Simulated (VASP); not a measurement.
An input for Ansatz (written as the equivalent of a VASP run, and not itself run):

Ansatz 0.2 input:
```yaml
crystal:
  lattice:
    - [4.6237404, 0.0000000, 0.0000000]
    - [0.0000000, 4.6237404, 0.0000000]
    - [0.0000000, 0.0000000, 4.6237404]
  atoms:
    - { symbol: Cs, position: [0.0000000, 0.0000000, 0.0000000] }
    - { symbol: I, position: [0.5000000, 0.5000000, 0.5000000] }
kpoints:
  mp_grid: { grid: [6, 6, 6] }
hamiltonian:
  xc: pbe
  pseudopotentials: { kind: paw }
scf:
  occupations: { method: gaussian, width: 0.05 }
  max_iter: 100
output: { forces: true, stress: true, eigenvalues: true }
```

Problem. Write the VASP files for the same calculation (PBE).

Solution. Several could match; the one computed here: 
### INCAR
```
! general
SYSTEM =CsI
PREC   =Accurate
ENCUT  =520   ! plane-wave cut-off (eV)
LREAL  =.FALSE.   ! projection in real space or not
LASPH  =.TRUE.   ! aspherical one-centre terms

! electronic loop
EDIFF  =1E-7   ! SCF stop (eV)
NELM   =100   ! most electronic steps
ALGO   =Normal   ! blocked Davidson
LMAXMIX=4   ! l cut-off of mixed one-centre charges

! smearing
ISMEAR =0   ! Gaussian
SIGMA  =0.05   ! width (eV)

! functional
GGA    =PE   ! PBE

! ions
ISIF   =2   ! forces and stress, cell fixed

! output
LWAVE  =.FALSE.
LCHARG =.FALSE.
```

KPOINTS:
```
Automatic mesh
0
Gamma
 6 6 6
```

File POSCAR:
```
CsI
1
    4.6237404162     0.0000000000     0.0000000000
    0.0000000000     4.6237404162     0.0000000000
    0.0000000000     0.0000000000     4.6237404162
Cs I
1 1
Direct
  0.0000000000   0.0000000000   0.0000000000
  0.5000000000   0.5000000000   0.5000000000
```

POTCAR, in this order: Cs_sv I (PBE.64 set). Program: vasp_std.

What does not carry over: each code has its own PAW files, so the cut-off isn't converted (ENCUT is set for VASP's; basis.ecutwfc is left out, and Ansatz then takes the one that its files recommend); Ansatz stops its SCF on the density residual and VASP on the energy change (EDIFF).

The compound is CsI in the CsCl type structure. This cell is one point of a volume scan, at 0.97 of the reference volume.
